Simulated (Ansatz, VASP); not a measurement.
# Two plane-wave programs on Be2ZnSe3

```xyz
6
Lattice="3.8303 0.0000 0.0000 -1.9152 3.3171 0.0000 0.0000 0.0000 9.4193" Properties=species:S:1:pos:R:3 pbc="T T T"
Be    0.0000    0.0000    0.0758
Be    1.9152    1.1057    3.0529
Zn    0.0000    2.2114    6.2532
Se    0.0000    0.0000    7.2492
Se    0.0000    2.2114    3.7684
Se    1.9152    1.1057    0.7939
```

Alike in both runs: functional PBE; k mesh 12 × 12 × 4; occupations gaussian, width 0.02 eV; no spin polarisation.

Ansatz relaxed the structure, and its values are those at the end. VASP's run is a single point on that final structure, the one shown.

|  | VASP | Ansatz |
| --- | --- | --- |
| version | VASP 6.6.1 | Ansatz 0.2.0 |
| potentials or method | VASP PAW PBE potentials, release 64 (Be, Zn, Se) | scalar-relativistic, plane waves, PAW |
| plane-wave cutoff (eV) | 520 | 420 |
| valence electrons in the cell | 34 | 64 |

```csv
,VASP,Ansatz,Ansatz less VASP
gap on the k mesh at the Fermi level (eV),2.40,2.40,-0.001
least direct gap on the mesh (eV),2.40,2.40,-0.001
pressure (GPa),-1.7,-1.9,-0.18
rms of the force components (eV/Å),0.004,0.001,-0.0028
```

The two sets of potentials don't hold the same shells in valence.

A k mesh can miss the band edges.
